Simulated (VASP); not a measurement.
# Quasiparticle energies of InP in VASP, part 2 of 4

How does the gap of InP change from the starting functional to GW? The cell is of the zinc-blende type, one of the forms listed for this formula, which need not be the common one. The start is a cell from a database of measured crystal structures.

VASP 6.6.1, plane waves and PAW; the level of theory is named at each step.

So far, gap on the k-mesh (eV): step 3 (empty bands) 1.14.

The database entry behind the starting cell differs from later determinations by our own check (0.1 to 0.3 % short, probably kX units), so it need not match the best structure at ambient conditions.

### 4. G0W0, bands in the sums 56

This step: G0W0 on r2SCAN; plane waves and PAW (In_d_GW, P_GW) (VASP 6.6.1).

One pass of GW corrects the levels to first order, with G and W from the starting orbitals.

Input file INCAR:

```
SYSTEM = InP
PREC = Accurate
ENCUT = 300
ISMEAR = 0
SIGMA = 0.01
LREAL = .FALSE.
METAGGA = R2SCAN
LASPH = .TRUE.
NBANDS = 56
ALGO = EVGW0
NELMGW = 1
ENCUTGW = 200
NOMEGA = 64
PRECFOCK = Fast
NBANDSGW = 24
LWAVE = .FALSE.
LCHARG = .FALSE.
```

Input file POSCAR:

```
InP
1.0
    0.0000000000      2.9305000000      2.9305000000
    2.9305000000      0.0000000000      2.9305000000
    2.9305000000      2.9305000000      0.0000000000
In P
1 1
Direct
    0.0000000000      0.0000000000      0.0000000000
    0.7500000000      0.7500000000      0.7500000000
```

Input file KPOINTS:

```
Automatic mesh
0
Gamma
4 4 4
0 0 0
```

Potentials, in the order of the species: In_d_GW and P_GW (PBE family, release 64).

On the command line:

```sh
$ mpirun -np 8 vasp_std
```

Log:

```text
[banner, memory and clock lines left out]
running    8 mpi-ranks, on    1 nodes
 distrk:  each k-point on    8 cores,    1 groups
 distr:  one band on    1 cores,    8 groups

 POSCAR found type information on POSCAR InP
 POSCAR found :  2 types and       2 ions
 [... a notice as in an earlier step ...]

 [... a notice as in an earlier step ...]

|                                                                             |
|           W    W    AA    RRRRR   N    N  II  N    N   GGGG   !!!           |
|           W    W   A  A   R    R  NN   N  II  NN   N  G    G  !!!           |
|           W    W  A    A  R    R  N N  N  II  N N  N  G       !!!           |
|           W WW W  AAAAAA  RRRRR   N  N N  II  N  N N  G  GGG   !            |
|           WW  WW  A    A  R   R   N   NN  II  N   NN  G    G                |
|           W    W  A    A  R    R  N    N  II  N    N   GGGG   !!!           |
|                                                                             |
|     The default for ENCUTGWSOFT is different in this version of VASP.       |
|     please manually set ENCUTGWSOFT =200 in the INCAR file.                 |
|                                                                             |

 LDA part: xc-table for (None), standard interpolation
 found WAVECAR, reading the header
 POSCAR, INCAR and KPOINTS ok, starting setup
 FFT: planning ... GRIDC
 FFT: planning ... GRID_SOFT
 FFT: planning ... GRID
 reading WAVECAR
 the WAVECAR file was read successfully
 initial charge from wavefunction
 available memory per node:     90.73 GB, setting MAXMEM to     92903

 The Fermi energy was updated, please check that it is located mid-gap
 values below the HOMO (VB) or above the LUMO (CB) will cause erroneous energies
 E-fermi :   4.3424

 calculate exact exchange contribution
 the WAVEDER file was read successfully
energies w=
    0.000    0.000    0.421    0.000    0.840    0.000    1.258    0.000
    1.673    0.000    2.084    0.000    2.491    0.000    2.894    0.000
    3.291    0.000    3.684    0.000    4.070    0.000    4.452    0.000
    4.828    0.000    5.199    0.000    5.565    0.000    5.927    0.000
    6.286    0.000    6.641    0.000    6.993    0.000    7.344    0.000
    7.693    0.000    8.042    0.000    8.391    0.000    8.740    0.000
    9.092    0.000    9.447    0.000    9.805    0.000   10.168    0.000
   10.537    0.000   10.913    0.000   11.298    0.000   11.692    0.000
   12.098    0.000   12.517    0.000   12.951    0.000   13.402    0.000
   13.873    0.000   14.367    0.000   14.885    0.000   15.433    0.000
   16.015    0.000   16.635    0.000   17.298    0.000   18.012    0.000
   18.785    0.000   19.626    0.000   20.547    0.000   21.562    0.000
   22.688    0.000   23.948    0.000   25.370    0.000   26.988    0.000
   28.849    0.000   31.014    0.000   33.568    0.000   36.625    0.000
   40.352    0.000   44.995    0.000   50.936    0.000   58.802    0.000
   69.692    0.000   85.742    0.000  111.698    0.000  160.691    0.000
 responsefunction array rank=     336
 LDA part: xc-table for (None), standard interpolation

 min. memory requirement per mpi rank    206.0 MB, per node   1647.7 MB

 allocating   8 responsefunctions rank=   336
 shmem allocating  64 responsefunctions rank=   336
 response function shared by NCSHMEM nodes    1
 Doing            8  frequencies on each core in blocks of           64
NQ=   1    0.0000    0.0000    0.0000,
|.........|.........|.........|.........|.........|.........|.........|.........
 performed         75000 updates of chi_q(r,r)
 total number of BLAS operations         66.30 Gflops
NQ=   2    0.2500    0.0000    0.0000,
|.........|.........|.........|.........|.........|.........|.........|.........
 performed        225000 updates of chi_q(r,r)
 total number of BLAS operations        185.34 Gflops
NQ=   3    0.5000    0.0000    0.0000,
|.........|.........|.........|.........|.........|.........|.........|.........
 performed        354000 updates of chi_q(r,r)
 total number of BLAS operations        299.45 Gflops
NQ=   4    0.2500    0.2500    0.0000,
|.........|.........|.........|.........|.........|.........|.........|.........
 performed        504000 updates of chi_q(r,r)
 total number of BLAS operations        416.22 Gflops
NQ=   5    0.5000    0.2500    0.0000,
|.........|.........|.........|.........|.........|.........|.........|.........
 performed        714000 updates of chi_q(r,r)
 total number of BLAS operations        586.15 Gflops
NQ=   6   -0.2500    0.2500    0.0000,
|.........|.........|.........|.........|.........|.........|.........|.........
 performed        902000 updates of chi_q(r,r)
 total number of BLAS operations        747.43 Gflops
NQ=   7    0.5000    0.5000    0.0000,
|.........|.........|.........|.........|.........|.........|.........|.........
 performed       1015000 updates of chi_q(r,r)
 total number of BLAS operations        843.75 Gflops
NQ=   8   -0.2500    0.5000    0.2500,
|.........|.........|.........|.........|.........|.........|.........|.........
 performed       1160000 updates of chi_q(r,r)
 total number of BLAS operations        969.00 Gflops
 resolving degeneracies of screened two electron integrals

 calculate QP shifts <psi_nk| G(iteration)W_0 |psi_nk>: iteration 1
 entering main loop
```

Elapsed: 65 s, on 8 MPI ranks of AMD EPYC 7R43, shared host; peak memory 2 GiB; 8.5 min of CPU time.

OUTCAR, selected parts (step 4):

```text
The static configuration has the point symmetry T_d .

 Found      8 irreducible k-points:

   k-points           NKPTS =      8   k-points in BZ     NKDIM =     64   number of bands    NBANDS=     56

   NELECT =      18.0000    total number of electrons

 E-fermi :   4.3424

 QP shifts <psi_nk| G(iteration)W_0 |psi_nk>: iteration 1
 for sc-GW calculations column KS-energies equals QP-energies in previous step
 and V_xc(KS)=  KS-energies - (<T + V_ion + V_H > + <T+V_H+V_ion>^1  + <V_x>^1)
 k-point   1 :       0.0000    0.0000    0.0000
  band No.  KS-energies  QP-energies   sigma(KS)   V_xc(KS)     V^pw_x(r,r')   Z            occupation Imag(sigma)
    ...
      6      -8.2336      -8.0502     -11.6603     -11.9597     -18.2612       0.6123       2.0000       0.8885
      7       3.7740       3.7618     -12.4515     -12.4356     -14.1540       0.7631       2.0000       0.0529
      8       3.7740       3.7618     -12.4515     -12.4356     -14.1540       0.7631       2.0000       0.0529
      9       3.7740       3.7618     -12.4515     -12.4356     -14.1540       0.7631       2.0000       0.0529
     10       4.9107       5.2132     -10.1437     -10.5366      -6.5961       0.7699       0.0000      -0.0237
     11       8.1794       8.5987      -9.2699      -9.8197      -5.4387       0.7626       0.0000      -0.0507
     12       8.1794       8.5987      -9.2699      -9.8197      -5.4387       0.7626       0.0000      -0.0507
     13       8.1794       8.5987      -9.2699      -9.8197      -5.4387       0.7626       0.0000      -0.0507
    ...

 k-point   2 :       0.2500    0.0000    0.0000
  band No.  KS-energies  QP-energies   sigma(KS)   V_xc(KS)     V^pw_x(r,r')   Z            occupation Imag(sigma)
    ...
      6      -7.5212      -7.3580     -11.9999     -12.2473     -18.3536       0.6595       2.0000       0.8762
      7       0.2742       0.1698     -11.5896     -11.4453     -14.1476       0.7237       2.0000       0.1175
      8       3.1957       3.1493     -12.1806     -12.1194     -13.9979       0.7585       2.0000       0.0591
      9       3.1957       3.1493     -12.1806     -12.1194     -13.9979       0.7585       2.0000       0.0591
     10       5.9229       6.2864      -9.7670     -10.2404      -6.1631       0.7680       0.0000      -0.0305
     11       8.9028       9.3118      -9.3400      -9.8808      -5.3162       0.7563       0.0000      -0.0649
     12       8.9028       9.3118      -9.3400      -9.8808      -5.3162       0.7563       0.0000      -0.0649
     13       9.5100       9.7655      -9.5986      -9.9417      -5.3162       0.7449       0.0000      -0.0898
    ...

 k-point   3 :       0.5000    0.0000    0.0000
  band No.  KS-energies  QP-energies   sigma(KS)   V_xc(KS)     V^pw_x(r,r')   Z            occupation Imag(sigma)
    ...
      6      -6.4268      -6.2651     -12.6022     -12.8397     -18.6416       0.6806       2.0000       0.7712
      7      -2.1253      -2.2423     -10.9266     -10.7587     -14.5056       0.6967       2.0000       0.2603
      8       2.7621       2.6915     -12.0587     -11.9647     -14.0208       0.7505       2.0000       0.0632
      9       2.7621       2.6915     -12.0587     -11.9647     -14.0208       0.7505       2.0000       0.0632
     10       5.6077       5.9713      -9.6679     -10.1385      -6.1374       0.7726       0.0000      -0.0275
     11       8.8996       9.2607      -9.0224      -9.4988      -4.9996       0.7582       0.0000      -0.0673
     12       8.8996       9.2607      -9.0224      -9.4988      -4.9996       0.7582       0.0000      -0.0673
     13      11.3022      11.2233      -8.1568      -8.0493      -3.2940       0.7341       0.0000      -0.1682
    ...

[... 7 parts as in an earlier step ...]

[... 5 further parts left out ...]
```

This step gave:

- quasiparticle gap on the mesh: 1.451 eV
- smallest direct quasiparticle gap on the mesh: 1.451 eV
- gap of the starting orbitals on the mesh: 1.137 eV

GW takes the gap from 1.137 to 1.451 eV. Spin-orbit coupling is left out. The value holds for 56 bands, ENCUTGW = 200 eV and this mesh, and isn't shown to be converged in them.

### 5. Empty bands

This step: r2SCAN; plane waves and PAW (In_d_GW, P_GW) (VASP 6.6.1).

The empty bands are made again, for the run that follows.

Input file INCAR:

```
SYSTEM = InP
PREC = Accurate
ENCUT = 300
ISMEAR = 0
SIGMA = 0.01
LREAL = .FALSE.
METAGGA = R2SCAN
LASPH = .TRUE.
NBANDS = 72
ALGO = Exact
NELM = 1
LWAVE = .TRUE.
LCHARG = .FALSE.
LOPTICS = .TRUE.
NEDOS = 1000
CSHIFT = 0.1
```

POSCAR is that of step 4.

KPOINTS is that of step 4.

On the command line:

```sh
$ mpirun -np 8 vasp_std
```

Log:

```text
[banner, memory and clock lines left out]
running    8 mpi-ranks, on    1 nodes
[...]
[... a notice as in an earlier step ...]

 [... a notice as in an earlier step ...]

 LDA part: xc-table for (None), standard interpolation
 found WAVECAR, reading the header
  number of bands has changed, file:    15 present:    72
  trying to continue reading WAVECAR, but it might fail
 POSCAR, INCAR and KPOINTS ok, starting setup
[...]
reading WAVECAR
 random initialization beyond band           15
 the WAVECAR file was read successfully
 initial charge from wavefunction
 entering main loop
       N       E                     dE             d eps       ncg     rms          rms(c)
DIA:   1    -0.321386857461E+02   -0.32139E+02    0.00000E+00     0   0.000E+00
   1 F= -.32138686E+02 E0= -.32138686E+02  d E =-.572200E-26
 writing wavefunctions
 optical routines
 imaginary and real dielectric function
 direction            1
 direction            2
 direction            3
```

Run time: 11 s. Hardware: 8 MPI ranks; peak memory 0.76 GiB.

OUTCAR, selected parts (step 5):

```text
  Total        0.4734925      0.4734925      0.4734925      0.0000000     -0.0000000      0.0000000
  in kB       15.0719193     15.0719193     15.0719193      0.0000000     -0.0000000      0.0000000
  external PRESSURE =      15.0719193 kB  Pullay stress =       0.0000000 kB

  FREE ENERGIE OF THE ION-ELECTRON SYSTEM (eV)
  ---------------------------------------------------
  free  energy   TOTEN  =       -32.1386857461 eV

  energy  without entropy=      -32.1386857461  energy(sigma->0) =      -32.13868575

[... 2 parts as in an earlier step ...]

[... 2 further parts left out ...]
[key lines of the parts left out:]
E-fermi :   3.8463
```

WAVECAR now holds 72 bands for 18 electrons.

### 6. G0W0, bands in the sums 72

This step: G0W0 on r2SCAN; plane waves and PAW (In_d_GW, P_GW) (VASP 6.6.1).

The sums now run over 72 bands at the same response cutoff.

Input file INCAR:

```
SYSTEM = InP
PREC = Accurate
ENCUT = 300
ISMEAR = 0
SIGMA = 0.01
LREAL = .FALSE.
METAGGA = R2SCAN
LASPH = .TRUE.
NBANDS = 72
ALGO = EVGW0
NELMGW = 1
ENCUTGW = 200
NOMEGA = 64
PRECFOCK = Fast
NBANDSGW = 24
LWAVE = .FALSE.
LCHARG = .FALSE.
```

POSCAR is that of step 5.

KPOINTS is that of step 5.

On the command line:

```sh
$ mpirun -np 8 vasp_std
```

Log:

```text
[banner, memory and clock lines left out]
running    8 mpi-ranks, on    1 nodes
[...]
[... a notice as in an earlier step ...]

 [... a notice as in an earlier step ...]

 [... a notice as in an earlier step ...]

 LDA part: xc-table for (None), standard interpolation
 found WAVECAR, reading the header
 POSCAR, INCAR and KPOINTS ok, starting setup
[...]
reading WAVECAR
 the WAVECAR file was read successfully
 initial charge from wavefunction
 available memory per node:     91.39 GB, setting MAXMEM to     93585

 The Fermi energy was updated, please check that it is located mid-gap
 values below the HOMO (VB) or above the LUMO (CB) will cause erroneous energies
 E-fermi :   4.3424

 calculate exact exchange contribution
 the WAVEDER file was read successfully
energies w=
    0.000    0.000    0.421    0.000    0.840    0.000    1.258    0.000
    1.673    0.000    2.085    0.000    2.492    0.000    2.895    0.000
    3.292    0.000    3.685    0.000    4.071    0.000    4.453    0.000
[...]
total number of BLAS operations        392.55 Gflops
NQ=   4    0.2500    0.2500    0.0000,
|.........|.........|.........|.........|.........|.........|.........|.........
 performed        661000 updates of chi_q(r,r)
 total number of BLAS operations        544.98 Gflops
NQ=   5    0.5000    0.2500    0.0000,
|.........|.........|.........|.........|.........|.........|.........|.........
 performed        934000 updates of chi_q(r,r)
 total number of BLAS operations        765.85 Gflops
NQ=   6   -0.2500    0.2500    0.0000,
|.........|.........|.........|.........|.........|.........|.........|.........
 performed       1179000 updates of chi_q(r,r)
 total number of BLAS operations        975.76 Gflops
NQ=   7    0.5000    0.5000    0.0000,
|.........|.........|.........|.........|.........|.........|.........|.........
 performed       1327000 updates of chi_q(r,r)
 total number of BLAS operations       1102.10 Gflops
NQ=   8   -0.2500    0.5000    0.2500,
|.........|.........|.........|.........|.........|.........|.........|.........
 performed       1517000 updates of chi_q(r,r)
 total number of BLAS operations       1265.70 Gflops
 resolving degeneracies of screened two electron integrals

 calculate QP shifts <psi_nk| G(iteration)W_0 |psi_nk>: iteration 1
 entering main loop
```

Elapsed: 83 s, on 8 MPI ranks; peak memory 2 GiB.

Parts of OUTCAR (step 6):

```text
 QP shifts <psi_nk| G(iteration)W_0 |psi_nk>: iteration 1
 for sc-GW calculations column KS-energies equals QP-energies in previous step
 and V_xc(KS)=  KS-energies - (<T + V_ion + V_H > + <T+V_H+V_ion>^1  + <V_x>^1)
 k-point   1 :       0.0000    0.0000    0.0000
  band No.  KS-energies  QP-energies   sigma(KS)   V_xc(KS)     V^pw_x(r,r')   Z            occupation Imag(sigma)
    ...
      6      -8.2336      -8.1398     -11.8069     -11.9597     -18.2612       0.6140       2.0000       0.9035
      7       3.7740       3.6431     -12.6069     -12.4356     -14.1540       0.7642       2.0000       0.0722
      8       3.7740       3.6431     -12.6069     -12.4356     -14.1540       0.7642       2.0000       0.0722
      9       3.7740       3.6431     -12.6069     -12.4356     -14.1540       0.7642       2.0000       0.0722
     10       4.9107       5.0730     -10.3265     -10.5366      -6.5961       0.7727       0.0000       0.0140
     11       8.1794       8.4744      -9.4343      -9.8197      -5.4387       0.7654       0.0000      -0.0246
     12       8.1794       8.4744      -9.4343      -9.8197      -5.4387       0.7654       0.0000      -0.0246
     13       8.1794       8.4744      -9.4343      -9.8197      -5.4387       0.7654       0.0000      -0.0246
    ...

[... 1 part as in an earlier step ...]

[... 2 further parts left out ...]
[key lines of the parts left out:]
E-fermi :   4.3424
```

The gap is now 1.430 eV, -21 meV against the GW run before. Spin-orbit coupling is left out.

### 7. Empty bands

This step: r2SCAN; plane waves and PAW (In_d_GW, P_GW) (VASP 6.6.1).

The empty bands are made again, for the run that follows.

Input file INCAR:

```
SYSTEM = InP
PREC = Accurate
ENCUT = 300
ISMEAR = 0
SIGMA = 0.01
LREAL = .FALSE.
METAGGA = R2SCAN
LASPH = .TRUE.
NBANDS = 104
ALGO = Exact
NELM = 1
LWAVE = .TRUE.
LCHARG = .FALSE.
LOPTICS = .TRUE.
NEDOS = 1000
CSHIFT = 0.1
```

POSCAR is that of step 6.

KPOINTS is that of step 6.

On the command line:

```sh
$ mpirun -np 8 vasp_std
```

Log:

```text
[banner, memory and clock lines left out]
running    8 mpi-ranks, on    1 nodes
[...]
[... a notice as in an earlier step ...]

 [... a notice as in an earlier step ...]

 LDA part: xc-table for (None), standard interpolation
 found WAVECAR, reading the header
  number of bands has changed, file:    15 present:   104
  trying to continue reading WAVECAR, but it might fail
 POSCAR, INCAR and KPOINTS ok, starting setup
[...]
reading WAVECAR
 random initialization beyond band           15
 the WAVECAR file was read successfully
 initial charge from wavefunction
 entering main loop
       N       E                     dE             d eps       ncg     rms          rms(c)
[... 1 cycle as in an earlier step ...]
   1 F= -.32138686E+02 E0= -.32138686E+02  d E =-.856675E-84
 writing wavefunctions
 optical routines
 imaginary and real dielectric function
 direction            1
 direction            2
 direction            3
```

Wall time 11 s (8 MPI ranks); peak memory 0.78 GiB.

OUTCAR, selected parts (step 7):

```text
  Total        0.4734925      0.4734925      0.4734925     -0.0000000     -0.0000000     -0.0000000
  in kB       15.0719193     15.0719193     15.0719193     -0.0000000     -0.0000000     -0.0000000
  external PRESSURE =      15.0719193 kB  Pullay stress =       0.0000000 kB

[... 4 parts as in an earlier step ...]

[... 2 further parts left out ...]
[key lines of the parts left out:]
E-fermi :   3.9102
```

WAVECAR now holds 104 bands for 18 electrons.

[end of part 2 of 4]

[Lines on the potential files, build, host, timing and source positions are cut from VASP's logs without a mark.]

[Logs are printed without paths, hosts, clocks, repeated set-up lines and the standing remarks that a program may print on its own settings, such as how far it seeks lower states.]

[Hosts, paths, dates, database ids (printed as entryN), source tags and the programs' standing remarks are cut or masked in the printed files.]

[Pressures printed for these runs are not shown converged in the cutoff: they can be off by several GPa and have the wrong sign.]

[In band tables of VASP the shares of atoms and orbitals are scaled to a sum of 1 inside the atoms' spheres.]
